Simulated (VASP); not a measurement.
Method: AM05 GGA, VASP's PBE PAW potentials (set 64) (plane waves; VASP).

VASP input:

**POSCAR**
```
BN
1
    1.2955753491    -2.2440025521     0.0000000000
    1.2955753491     2.2440025521     0.0000000000
    0.0000000000     0.0000000000     4.2848103558
B N
2 2
Direct
  0.6666670000   0.3333330000   0.5002391551
  0.3333330000   0.6666670000   0.0002391551
  0.6666670000   0.3333330000   0.8747608449
  0.3333330000   0.6666670000   0.3747608449
```

**KPOINTS**
```
Automatic mesh
0
Gamma
10 10 5
0 0 0
```

### INCAR
```
SYSTEM = BN
PREC = Accurate
ENCUT = 520
EDIFF = 1E-7
NELM = 100
ALGO = Normal
LREAL = .FALSE.
LASPH = .TRUE.
ISMEAR = 0
SIGMA = 0.05
GGA = AM
LWAVE = .FALSE.
LCHARG = .FALSE.
ISIF = 4
IBRION = 2
NSW = 30
EDIFFG = -0.01
```

POTCAR, in this order: B N (PBE.64 set). Program: vasp_std.

### Question
Predict the energy per atom (σ→0).

### Answer

```json
{
  "energy per atom (σ→0)": "-9.004 eV/atom"
}
```

OSZICAR:
```
...
   2 F= -.36014008E+02 E0= -.36014008E+02  d E =-.114747E-05
       N       E                     dE             d eps       ncg     rms          rms(c)
DAV:   1    -0.360140662351E+02   -0.58385E-04   -0.69965E-03  1120   0.800E-01    0.147E-02
DAV:   2    -0.360140738378E+02   -0.76026E-05   -0.91900E-05  1280   0.915E-02    0.898E-03
DAV:   3    -0.360140725782E+02    0.12595E-05   -0.14358E-06  1264   0.133E-02    0.366E-03
DAV:   4    -0.360140724207E+02    0.15750E-06   -0.77133E-07  1288   0.842E-03    0.893E-04
DAV:   5    -0.360140724135E+02    0.72897E-08   -0.11146E-07   632   0.372E-03
   3 F= -.36014072E+02 E0= -.36014072E+02  d E =-.657119E-04
```

The compound is BN in the wurtzite structure, a metastable high-pressure form. This cell is one point of a volume scan, at 1.06 of the reference volume. Symmetry was kept, so distortions that lower it aren't found.
